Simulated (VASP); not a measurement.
Consider the following.

```yaml
crystal:
  lattice:
    - [4.77018, 0.00000, 0.00000]
    - [0.00000, 4.77018, 0.00000]
    - [0.00000, 0.00000, 3.21980]
  atoms:
    - { symbol: Sn, position: [0.00000, 0.00000, 0.00000] }
    - { symbol: Sn, position: [0.50000, 0.50000, 0.50000] }
    - { symbol: O, position: [0.30638, 0.30638, 0.00000] }
    - { symbol: O, position: [0.80638, 0.19362, 0.50000] }
    - { symbol: O, position: [0.19362, 0.80638, 0.50000] }
    - { symbol: O, position: [0.69362, 0.69362, 0.00000] }
```

Computed with PBEsol GGA, VASP's PBE PAW potentials (set 64) (plane waves; VASP). Run with 520 eV cut-off, 5×5×8 Γ-centred mesh, tetrahedra with Blöchl corrections, potentials Sn_d O.

The cores are frozen, which limits the accuracy of field gradients.

### Question
Give the principal components of the electric field gradient (V/Å²) and the asymmetry η at each nucleus.

### Answer

```csv
atom,Vxx,Vyy,Vzz,η
Sn1,-51.4,-3.5,54.9,0.87
Sn2,-51.4,-3.5,54.9,0.87
O3,60.3,48.0,-108.3,0.11
O4,60.3,48.0,-108.3,0.11
O5,60.3,48.0,-108.3,0.11
O6,60.3,48.0,-108.3,0.11
```

The compound is SnO2 in the rutile structure. It was relaxed first.
